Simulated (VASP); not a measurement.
Output of a VASP run:

### OUTCAR
```
 ion  position               nearest neighbor table
   1  0.000  0.000  0.000-   2 3.19   2 3.19   2 3.19   3 3.19   2 3.19   3 3.19   3 3.19   3 3.19
                             5 3.38   4 3.38   5 3.38   4 3.38   4 3.38   4 3.38   5 3.38   5 3.38
   2  0.610  0.610  0.000-   3 2.33   4 2.57   5 2.57   4 2.57   5 2.57   1 3.19   1 3.19   1 3.19
                             1 3.19
   3  0.390  0.390  0.000-   2 2.33   5 2.57   4 2.57   4 2.57   5 2.57   1 3.19   1 3.19   1 3.19
                             1 3.19
   4  0.750  0.250  0.500-   3 2.57   2 2.57   3 2.57   2 2.57   5 2.97   5 2.97   5 2.97   5 2.97
                             1 3.38   1 3.38   1 3.38   1 3.38
   5  0.250  0.750  0.500-   3 2.57   2 2.57   3 2.57   2 2.57   4 2.97   4 2.97   4 2.97   4 2.97
                             1 3.38   1 3.38   1 3.38   1 3.38
  LATTYP: Found a body centered tetragonal cell.
 ALAT       =     4.2044039328
 C/A-ratio  =     2.5142704419
 Subroutine PRICEL returns:
 Original cell was already a primitive cell.
 Subroutine GETGRP returns: Found 16 space group operations
The static configuration has the point symmetry D_4h.
The dynamic configuration has the point symmetry D_4h.
 Subroutine INISYM returns: Found 16 space group operations
 Subroutine IBZKPT returns following result:
 Found     75 irreducible k-points:

 Following reciprocal coordinates:
            Coordinates               Weight
  0.000000  0.000000  0.000000      1.000000
  0.111111  0.000000 -0.000000      8.000000
  0.222222 -0.000000  0.000000      8.000000
  0.333333  0.000000 -0.000000      8.000000
  0.444444 -0.000000  0.000000      8.000000
  0.111111  0.111111 -0.000000      8.000000
  0.222222  0.111111 -0.000000     16.000000
  0.333333  0.111111 -0.000000     16.000000
  0.444444  0.111111  0.000000     16.000000
 -0.444444  0.111111 -0.000000     16.000000
 -0.333333  0.111111  0.000000     16.000000
 -0.222222  0.111111 -0.000000     16.000000
 -0.111111  0.111111  0.000000      4.000000
  0.222222  0.222222  0.000000      8.000000
  0.333333  0.222222  0.000000     16.000000
  0.444444  0.222222  0.000000     16.000000
 -0.444444  0.222222 -0.000000     16.000000
 -0.333333  0.222222  0.000000     16.000000
 -0.222222  0.222222  0.000000      4.000000
  0.333333  0.333333 -0.000000      8.000000
  0.444444  0.333333  0.000000     16.000000
 -0.444444  0.333333 -0.000000     16.000000
 -0.333333  0.333333  0.000000      4.000000
  0.444444  0.444444  0.000000      8.000000
 -0.444444  0.444444  0.000000      4.000000
  0.111111  0.111111  0.111111      8.000000
  0.222222  0.111111  0.111111     16.000000
  0.333333  0.111111  0.111111     16.000000
 -0.111111  0.111111  0.111111      4.000000
  0.222222  0.222222  0.111111      8.000000
  0.333333  0.222222  0.111111     16.000000
  0.444444  0.222222  0.111111     16.000000
 -0.444444  0.222222  0.111111      8.000000
 -0.222222  0.222222  0.111111      8.000000
 -0.111111  0.222222  0.111111      8.000000
  0.333333  0.333333  0.111111      8.000000
  0.444444  0.333333  0.111111      8.000000
 -0.333333  0.333333  0.111111      8.000000
 -0.222222  0.333333  0.111111     16.000000
 -0.111111  0.333333  0.111111      8.000000
   k-points           NKPTS =     75   k-points in BZ     NKDIM =     75   number of bands    NBANDS=     24
   number of dos      NEDOS =    301   number of ions     NIONS =      5
   total plane-waves  NPLWV =  64000
   dimension x,y,z NGX =    40 NGY =   40 NGZ =   40
   dimension x,y,z NGXF=    80 NGYF=   80 NGZF=   80
   ions per type =               1   2   2
   PREC   = accura    normal or accurate (medium, high low for compatibility)
   ISTART =      0    job   : 0-new  1-cont  2-samecut
   ICHARG =      2    charge: 1-file 2-atom 10-const
   ISPIN  =      1    spin polarized calculation?
   LNONCOLLINEAR =      F non collinear calculations
   LSORBIT =      F    spin-orbit coupling
   INIWAV =      1    electr: 0-lowe 1-rand  2-diag
   ENCUT  =  400.0 eV  29.40 Ry    5.42 a.u.   9.89  9.89  9.89*2*pi/ulx,y,z
   NELM   =    100;   NELMIN=  2; NELMDL= -5     # of ELM steps
...
```

File OSZICAR:
```
       N       E                     dE             d eps       ncg     rms          rms(c)
DAV:   1     0.209827336085E+03    0.20983E+03   -0.17052E+04  3600   0.129E+03
DAV:   2    -0.206726389986E+02   -0.23050E+03   -0.22746E+03  4096   0.300E+02
DAV:   3    -0.289719175960E+02   -0.82993E+01   -0.82323E+01  5440   0.534E+01
DAV:   4    -0.291491635343E+02   -0.17725E+00   -0.17716E+00  4712   0.696E+00
DAV:   5    -0.291528280739E+02   -0.36645E-02   -0.36642E-02  5296   0.869E-01    0.141E+01
DAV:   6    -0.262082646835E+02    0.29446E+01   -0.32401E+01  4488   0.477E+01    0.109E+01
DAV:   7    -0.259528606591E+02    0.25540E+00   -0.30892E+00  4184   0.146E+01    0.510E+00
DAV:   8    -0.259039293901E+02    0.48931E-01   -0.46060E-01  4752   0.488E+00    0.115E+00
DAV:   9    -0.258857376007E+02    0.18192E-01   -0.95947E-02  4440   0.271E+00    0.383E-01
DAV:  10    -0.258856374972E+02    0.10010E-03   -0.40116E-03  4600   0.355E-01    0.248E-01
DAV:  11    -0.258855623807E+02    0.75117E-04   -0.41519E-04  4984   0.112E-01    0.562E-02
DAV:  12    -0.258855402053E+02    0.22175E-04   -0.96505E-05  4224   0.706E-02    0.160E-02
DAV:  13    -0.258855416503E+02   -0.14450E-05   -0.95121E-06  4696   0.183E-02    0.785E-03
DAV:  14    -0.258855407928E+02    0.85752E-06   -0.64889E-07  2792   0.590E-03
   1 F= -.25885541E+02 E0= -.25885444E+02  d E =-.258855E+02
       N       E                     dE             d eps       ncg     rms          rms(c)
DAV:   1    -0.258865673314E+02   -0.10257E-02   -0.20697E-02  3936   0.131E+00    0.215E-01
DAV:   2    -0.258856519223E+02    0.91541E-03   -0.48207E-03  4144   0.697E-01    0.789E-02
DAV:   3    -0.258855989041E+02    0.53018E-04   -0.22139E-04  4888   0.107E-01    0.419E-02
DAV:   4    -0.258855860461E+02    0.12858E-04   -0.12893E-04  5296   0.586E-02    0.111E-02
DAV:   5    -0.258855874205E+02   -0.13744E-05   -0.14685E-05  4688   0.276E-02    0.116E-02
DAV:   6    -0.258855907549E+02   -0.33344E-05   -0.25801E-06  3616   0.125E-02    0.183E-03
DAV:   7    -0.258855910586E+02   -0.30373E-06   -0.62542E-07  2432   0.703E-03
   2 F= -.25885591E+02 E0= -.25885511E+02  d E =-.502659E-04
```

### OUTCAR
```
------------------------ aborting loop because EDIFF is reached ----------------------------------------
  FORCE on cell =-STRESS in cart. coord.  units (eV):
  Direction    XX          YY          ZZ          XY          YZ          ZX
  --------------------------------------------------------------------------------------
  Total        0.0256313      0.0256313      0.0686020      0.0000000     -0.0000000     -0.0000000
  in kB        0.4402110      0.4402110      1.1782188      0.0000000     -0.0000000     -0.0000000
  external PRESSURE =       0.6862136 kB  Pullay stress =       0.0000000 kB
  volume of cell :       93.29
      direct lattice vectors                 reciprocal lattice vectors
    -2.101223980  2.101223980  5.282219286     0.000000000  0.237956546  0.094657183
     2.101223980 -2.101223980  5.282219286     0.237956546  0.000000000  0.094657183
     2.101223980  2.101223980 -5.282219286     0.237956546  0.237956546  0.000000000
 POSITION                                       TOTAL-FORCE (eV/Angst)
 -----------------------------------------------------------------------------------
      0.00000      0.00000      0.00000        -0.000000     -0.000000      0.000000
      2.10122      2.10122      1.16361         0.000000      0.000000     -0.000468
      0.00000      0.00000      4.11861         0.000000      0.000000      0.000468
      0.00000      2.10122      2.64111        -0.000000     -0.000000     -0.000000
      2.10122      0.00000      2.64111        -0.000000     -0.000000     -0.000000
 -----------------------------------------------------------------------------------
    total drift:                                0.000000     -0.000000     -0.000000
  FREE ENERGIE OF THE ION-ELECTRON SYSTEM (eV)
  ---------------------------------------------------
  free  energy   TOTEN  =       -25.8855910586 eV

  energy  without entropy=      -25.8853507569  energy(sigma->0) =      -25.88551096

 reached required accuracy - stopping structural energy minimisation
```
(Selected blocks of OUTCAR.)

**POSCAR**
```
Pr(SiAg)2
1
   -2.1022019664     2.1022019664     5.2855042671
    2.1022019664    -2.1022019664     5.2855042671
    2.1022019664     2.1022019664    -5.2855042671
Pr Si Ag
1 2 2
Direct
  0.0000000000   0.0000000000   0.0000000000
  0.6102647927   0.6102647927   1.0000000000
  0.3897352073   0.3897352073   0.0000000000
  0.7500000000   0.2500000000   0.5000000000
  0.2500000000   0.7500000000   0.5000000000
```

Task: Write an INCAR and KPOINTS that could have produced this output.

Result: Several could match; the one computed here: the input of the run itself, PBEsol GGA, plane waves, VASP's PBE PAW potentials (set 64).

INCAR:
```
! general
SYSTEM =Pr(SiAg)2
PREC   =Accurate
ENCUT  =400
LREAL  =F
LASPH  =T

! electronic loop
EDIFF  =1E-6
NELM   =100
ALGO   =Normal
LMAXMIX=6

! smearing
ISMEAR =1
SIGMA  =0.1

! functional
GGA    =PS

! ions
IBRION =2
NSW    =60
ISIF   =3
EDIFFG =-0.02

! output
LWAVE  =F
LCHARG =F
```

**KPOINTS**
```
Regular mesh
0
Gamma
9 9 9
0 0 0
```

POTCAR, in this order: Pr_3 Si Ag (PBE.64 set). Program: vasp_std.

The 4f electrons are frozen in the core of the lanthanide potential, so 4f levels, which can set the real gap, and their magnetism are missing.

The structure comes from a computed database's Ag2PrSi2 entry (I4/mmm); how it stands against other phases isn't given here. This run relaxes it. Symmetry was kept, so distortions that lower it aren't found. The start is the result of an earlier pass. The electron count is odd and the run is not spin-polarised, which forces a metal.
